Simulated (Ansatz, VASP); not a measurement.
## One calculation of TiMo4, two programs

```xyz
5
Lattice="6.5002 -2.2299 -0.0094 6.5002 2.2299 -0.0094 -0.3863 0.0000 2.7232" Properties=species:S:1:pos:R:3 pbc="T T T"
Ti    0.0000    0.0000    0.0000
Mo   10.3285    0.0000    0.5579
Mo    4.9613    0.0000    1.5961
Mo    7.6529    0.0000    1.1083
Mo    2.2857    0.0000    2.1466
```

Alike in both runs: functional PBE; k mesh 4 × 4 × 6; occupations gaussian, width 0.2 eV; no spin polarisation.

Ansatz relaxed the structure, and its values are those at the end. VASP's run is a single point on that final structure, the one shown.

|  | VASP | Ansatz |
| --- | --- | --- |
| version | VASP 6.6.1 | Ansatz 0.2.0 |
| potentials or method | VASP PAW PBE potentials, release 64 (Ti_sv, Mo_sv) | scalar-relativistic, plane waves, PAW |
| plane-wave cutoff (eV) | 520 | 420 |
| valence electrons in the cell | 68 | 68 |

```csv
,VASP,Ansatz,Ansatz less VASP
gap on the k mesh at the Fermi level (eV),none,none,-
pressure (GPa),0.4,0.1,-0.27
rms of the force components (eV/Å),0.012,0.010,-0.0015
```

A gap of «none» marks a metal or a gap that the smearing closes.

Caveats: the k mesh is coarse (spacing up to 0.38 Å⁻¹), so the values aren't converged.
